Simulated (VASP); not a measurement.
A run of VASP 6.6.1 is set up as follows.

File INCAR:

```
PREC = Accurate
ENCUT = 600
EDIFF = 1E-6
ISMEAR = -1
SIGMA = 0.05
LREAL = F
LASPH = T
NELM = 100
ALGO = Normal
ISIF = 3
LWAVE = F
LCHARG = F
ISPIN = 2
MAGMOM = 1 1 0 0.6 0
LORBIT = 11
LMAXMIX = 4
GGA = MK
LUSE_VDW = T
AGGAC = 0.0
PARAM1 = 0.1234
PARAM2 = 0.711357
ZAB_VDW = -1.8867
IBRION = 2
NSW = 60
EDIFFG = -0.01
KPAR = 4
```

File KPOINTS:

```
regular mesh
0
Gamma
  11 11 3
```

Contents of POSCAR:

```
NiMoIrPdW
1.0
    2.3446000000     -1.4313800000      0.0090600000
    2.3446000000      1.4313800000      0.0090600000
   -2.2060000000      0.0000000000     10.9237400000
Ni Mo Pd Ir W
1 1 1 1 1
Direct
    0.4983800000      0.4983800000      0.2952500000
    0.3177300000      0.3177300000      0.9120700000
    0.2473300000      0.2473300000      0.4906100000
    0.7498200000      0.7498200000      0.1080200000
    0.6867300000      0.6867300000      0.6940600000
```

Potentials or basis: VASP PAW PBE potentials, release 64 (Ni, Mo_sv, Pd, Ir, W_sv).

The run is started by

```sh
$ cat potpaw_PBE.64/Ni/POTCAR potpaw_PBE.64/Mo_sv/POTCAR potpaw_PBE.64/Pd/POTCAR potpaw_PBE.64/Ir/POTCAR potpaw_PBE.64/W_sv/POTCAR > POTCAR
$ mpirun -np 4 vasp_std > vasp.out
```

(1) Predict the relaxed cell.

(2) Predict the net moment.

(3) Estimate the relaxed volume.

(4) Predict the band gap on the k mesh.

## Answers

(1) a = 2.738 Å, b = 2.738 Å, c = 11.123 Å, α = 99.32°, β = 99.32°, γ = 62.03°.

(2) 0.00 μB per cell.

(3) 14.46 Å³/atom.

(4) none (metal or under the smearing width).

Caveat: the PAW data sets were made with another functional, which shifts forces and pressure a little.
